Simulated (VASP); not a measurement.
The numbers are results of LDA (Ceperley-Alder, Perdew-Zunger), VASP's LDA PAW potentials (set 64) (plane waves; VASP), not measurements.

Input for VASP

INCAR:
```
ALGO  =  Normal
EDIFF  =  1E-6
ENCUT  =  400
ISIF  =  2
ISMEAR  =  -1
LASPH  =  .TRUE.
LCHARG  =  .FALSE.
LMAXMIX  =  6
LREAL  =  .FALSE.
LWAVE  =  .FALSE.
NELM  =  100
PREC  =  Accurate
SIGMA  =  0.1
SYSTEM  =  B2W
```

### POSCAR
```
B2W
1.0
  2.9596000000   0.0000000000   0.0000000000
 -1.4798000000   2.5630890000   0.0000000000
  0.0000000000   0.0000000000   2.9890000000
W B
1 2
Cartesian
  0.0000000000   0.0000000000   0.0000000000
 -0.0000014798   1.7087268544   1.4945000000
  1.4798014798   0.8543621456   1.4945000000
```

**KPOINTS**
```
Automatic mesh
0
Gamma
7 7 6
0 0 0
```

POTCAR, in this order: W_sv B (LDA.64 set). Program: vasp_std.

What VASP printed:

**OUTCAR**
```
 ion  position               nearest neighbor table
   1  0.000  0.000  0.000-   2 2.27   3 2.27   2 2.27   3 2.27   3 2.27   3 2.27   2 2.27   2 2.27
                             3 2.27   3 2.27   2 2.27   2 2.27
   2  0.333  0.667  0.500-   3 1.71   3 1.71   3 1.71   1 2.27   1 2.27   1 2.27   1 2.27   1 2.27
                             1 2.27
   3  0.667  0.333  0.500-   2 1.71   2 1.71   2 1.71   1 2.27   1 2.27   1 2.27   1 2.27   1 2.27
                             1 2.27
  LATTYP: Found a hexagonal cell.
 ALAT       =     2.9596000000
 C/A-ratio  =     1.0099337748
 Subroutine PRICEL returns:
 Original cell was already a primitive cell.
 Subroutine GETGRP returns: Found 24 space group operations
The static configuration has the point symmetry D_6h.
The dynamic configuration has the point symmetry D_6h.
 Subroutine INISYM returns: Found 24 space group operations
 Subroutine IBZKPT returns following result:
 Found     32 irreducible k-points:

 Following reciprocal coordinates:
            Coordinates               Weight
  0.000000  0.000000  0.000000      1.000000
  0.142857 -0.000000  0.000000      6.000000
  0.285714  0.000000  0.000000      6.000000
  0.428571 -0.000000  0.000000      6.000000
  0.142857  0.142857  0.000000      6.000000
  0.285714  0.142857  0.000000     12.000000
  0.428571  0.142857  0.000000      6.000000
  0.285714  0.285714  0.000000      6.000000
  0.000000  0.000000  0.166667      2.000000
  0.142857 -0.000000  0.166667     12.000000
  0.285714  0.000000  0.166667     12.000000
  0.428571 -0.000000  0.166667     12.000000
  0.142857  0.142857  0.166667     12.000000
  0.285714  0.142857  0.166667     24.000000
  0.428571  0.142857  0.166667     12.000000
  0.285714  0.285714  0.166667     12.000000
  0.000000  0.000000  0.333333      2.000000
  0.142857 -0.000000  0.333333     12.000000
  0.285714  0.000000  0.333333     12.000000
  0.428571 -0.000000  0.333333     12.000000
  0.142857  0.142857  0.333333     12.000000
  0.285714  0.142857  0.333333     24.000000
  0.428571  0.142857  0.333333     12.000000
  0.285714  0.285714  0.333333     12.000000
  0.000000  0.000000  0.500000      1.000000
  0.142857 -0.000000  0.500000      6.000000
  0.285714  0.000000  0.500000      6.000000
  0.428571 -0.000000  0.500000      6.000000
  0.142857  0.142857  0.500000      6.000000
  0.285714  0.142857  0.500000     12.000000
  0.428571  0.142857  0.500000      6.000000
  0.285714  0.285714  0.500000      6.000000
   k-points           NKPTS =     32   k-points in BZ     NKDIM =     32   number of bands    NBANDS=     14
   number of dos      NEDOS =    301   number of ions     NIONS =      3
   total plane-waves  NPLWV =   8000
   dimension x,y,z NGX =    20 NGY =   20 NGZ =   20
   dimension x,y,z NGXF=    40 NGYF=   40 NGZF=   40
   ions per type =               1   2
   PREC   = accura    normal or accurate (medium, high low for compatibility)
   ISTART =      0    job   : 0-new  1-cont  2-samecut
   ICHARG =      2    charge: 1-file 2-atom 10-const
   ISPIN  =      1    spin polarized calculation?
   LNONCOLLINEAR =      F non collinear calculations
   LSORBIT =      F    spin-orbit coupling
   INIWAV =      1    electr: 0-lowe 1-rand  2-diag
   ENCUT  =  400.0 eV  29.40 Ry    5.42 a.u.   4.83  4.83  4.87*2*pi/ulx,y,z
   NELM   =    100;   NELMIN=  2; NELMDL= -5     # of ELM steps
   EDIFF  = 0.1E-05   stopping-criterion for ELM
   LREAL  =      F    real-space projection
   NLSPLINE    = F    spline interpolate recip. space projectors
   LMAXMIX     =    6 max onsite mixed and CHGCAR
   VOSKOWN=      0    Vosko Wilk Nusair interpolation
   EDIFFG = 0.1E-04   stopping-criterion for IOM
   NSW    =      0    number of steps for IOM
...
```

OSZICAR:
```
       N       E                     dE             d eps       ncg     rms          rms(c)
DAV:   1     0.970953856224E+02    0.97095E+02   -0.92275E+03   896   0.131E+03
DAV:   2    -0.300063030318E+02   -0.12710E+03   -0.12503E+03  1058   0.350E+02
DAV:   3    -0.327241499948E+02   -0.27178E+01   -0.26739E+01  1142   0.488E+01
DAV:   4    -0.327367200021E+02   -0.12570E-01   -0.12567E-01   974   0.367E+00
DAV:   5    -0.327368329903E+02   -0.11299E-03   -0.11299E-03  1178   0.318E-01    0.418E+01
DAV:   6    -0.290357534988E+02    0.37011E+01   -0.16076E+01  1028   0.328E+01    0.127E+01
DAV:   7    -0.289920068052E+02    0.43747E-01   -0.26450E-01   968   0.470E+00    0.692E+00
DAV:   8    -0.289711467152E+02    0.20860E-01   -0.17418E-02  1142   0.177E+00    0.305E-01
DAV:   9    -0.289706293614E+02    0.51735E-03   -0.87869E-04   998   0.349E-01    0.579E-02
DAV:  10    -0.289706030383E+02    0.26323E-04   -0.95050E-05  1082   0.986E-02    0.121E-02
DAV:  11    -0.289706037486E+02   -0.71033E-06   -0.23460E-06   906   0.152E-02
   1 F= -.28970604E+02 E0= -.28956540E+02  d E =-.281274E-01
```

**OUTCAR**
```
------------------------ aborting loop because EDIFF is reached ----------------------------------------
  FORCE on cell =-STRESS in cart. coord.  units (eV):
  Direction    XX          YY          ZZ          XY          YZ          ZX
  --------------------------------------------------------------------------------------
  Total        6.8359049      6.8359060      9.5730996      0.0000000      0.0000000      0.0000000
  in kB      483.0409750    483.0410560    676.4575340      0.0000000      0.0000000      0.0000000
  external PRESSURE =     547.5131883 kB  Pullay stress =       0.0000000 kB
  volume of cell :       22.67
      direct lattice vectors                 reciprocal lattice vectors
     2.959600000  0.000000000  0.000000000     0.337883498  0.195077112  0.000000000
    -1.479800000  2.563089000  0.000000000     0.000000000  0.390154224  0.000000000
     0.000000000  0.000000000  2.989000000     0.000000000  0.000000000  0.334560054
 POSITION                                       TOTAL-FORCE (eV/Angst)
 -----------------------------------------------------------------------------------
      0.00000      0.00000      0.00000         0.000000      0.000000      0.000000
     -0.00000      1.70873      1.49450        -0.000000      0.000000      0.000000
      1.47980      0.85436      1.49450         0.000000      0.000000      0.000000
 -----------------------------------------------------------------------------------
    total drift:                                0.000000     -0.000000     -0.000000
  FREE ENERGIE OF THE ION-ELECTRON SYSTEM (eV)
  ---------------------------------------------------
  free  energy   TOTEN  =       -28.9706037486 eV

  energy  without entropy=      -28.9424763620  energy(sigma->0) =      -28.95654006
```
(Selected blocks of OUTCAR.)

At this cut-off the stress carries a Pulay error, which pulls relaxed volumes low.

The structure comes from a measured B2W entry of the Crystallography Open Database, whose conditions weren't checked. The cell was not relaxed at this level, and its volume differs by -5.9 % from the start's. The k-mesh is coarse (spacing up to 0.35 per Å, 2π included), so the numbers may not be converged in it.
